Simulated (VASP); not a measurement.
Consider the following.

```yaml
crystal:
  lattice:
    - [1.56152, -2.70463, 0.00000]
    - [1.56152, 2.70463, 0.00000]
    - [0.00000, 0.00000, 4.93804]
  atoms:
    - { symbol: Hf, position: [0.33333, 0.66667, 0.25000] }
    - { symbol: Hf, position: [0.66667, 0.33333, 0.75000] }
```

These are LDA (Ceperley-Alder, Perdew-Zunger), VASP's LDA PAW potentials (set 64) (plane waves; VASP 6.6.1) values and carry that method's errors. Run with 520 eV cut-off, Gaussian smearing of 0.050 eV, potentials Hf_pv.

Unless said otherwise, spin-orbit coupling is left out, though it shifts the bands of the heavy elements here.

Problem. Estimate the band gap (along the path) with the smallest direct gap where there is one.

Solution. 
band gap (along the path): none (metal, semimetal or under 0.01 eV)

Total energies compare only between runs with the same potentials, cut-off and functional.

The compound is Hf in the hcp structure. It was relaxed first, which changed the volume by -6 %.
